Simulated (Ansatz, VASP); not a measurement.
# CS3: VASP beside Ansatz

File INCAR:

```
SYSTEM = CS3
  PREC = Accurate
  ENCUT = 520
  EDIFF = 1E-6
  ISMEAR = 0
  SIGMA = 0.1
  LREAL = .FALSE.
  LASPH = .TRUE.
  NELM = 150
  ALGO = Normal
  ISIF = 2
  LWAVE = .FALSE.
  LCHARG = .FALSE.
  ISPIN = 2
  MAGMOM = 1 0 0 0
  LORBIT = 11
  GGA = PE
  IVDW = 12
  NBANDS = 23
```

File KPOINTS:

```
Automatic mesh
0
G
  4 4 4
  0 0 0
```

Contents of POSCAR:

```
CS3
1.0
   -2.7578086500      2.7578086500      2.7578086500
    2.7578086500     -2.7578086500      2.7578086500
    2.7578086500      2.7578086500     -2.7578086500
C S
1 3
Direct
    0.0000000000      0.0000000000      0.0000000000
    0.0000000000      0.5000000000      0.5000000000
    0.5000000000      0.0000000000      0.5000000000
    0.5000000000      0.5000000000      0.0000000000
```

Input for Ansatz:

```yaml
crystal:
  lattice:
    - [-2.75780865, 2.75780865, 2.75780865]
    - [2.75780865, -2.75780865, 2.75780865]
    - [2.75780865, 2.75780865, -2.75780865]
  atoms:
    - { symbol: C, position: [0.0, 0.0, 0.0], spin: 1.0 }
    - { symbol: S, position: [0.0, 0.5, 0.5] }
    - { symbol: S, position: [0.5, 0.0, 0.5] }
    - { symbol: S, position: [0.5, 0.5, 0.0] }
basis:
  ecutwfc: 420
kpoints:
  mp_grid: { grid: [4, 4, 4] }
hamiltonian:
  xc: pbe
  dispersion: d3bj
scf:
  occupations: { method: gaussian, width: 0.1 }
  lower_state_search: "off"
output:
  forces: true
  stress: true
  eigenvalues: true
  populations: true
magnetization:
  spin_polarized: true
```

Alike in both runs: task single point; functional PBE; dispersion D3(BJ); k mesh 4 × 4 × 4; occupations gaussian, width 0.1 eV; collinear spin.

|  | VASP | Ansatz |
| --- | --- | --- |
| version | VASP 6.6.1 | Ansatz 0.2.0 |
| potentials or method | VASP PAW PBE potentials, release 64 (C, S) | scalar-relativistic, plane waves, PAW |
| plane-wave cutoff (eV) | 520 | 420 |
| valence electrons in the cell | 22 | 22 |

VASP gave:

| Property | Result |
| --- | --- |
| gap on the k mesh at the Fermi level (eV) | none |
| pressure (GPa) | -17.2 |
| net moment per atom (μB) | 0.12 |
| size of the moment on the site where the two differ most (μB) | 0.38 |

Problem. Which values does Ansatz return?

Solution. gap on the k mesh at the Fermi level (eV): none; pressure (GPa): -17.1; net moment per atom (μB): 0.12; size of the moment on the site where the two differ most (μB): 0.60.

Site moments also hang on the region over which each program counts them. A gap of «none» marks a metal or a gap that the smearing closes.

Caveats: the k mesh is coarse (spacing up to 0.40 Å⁻¹), so the values aren't converged; so large a pressure means that the cell lies far from this level's equilibrium, or that cutoff or potentials fall short (VASP); pairwise dispersion overbinds metals, which lowers pressure and volume.
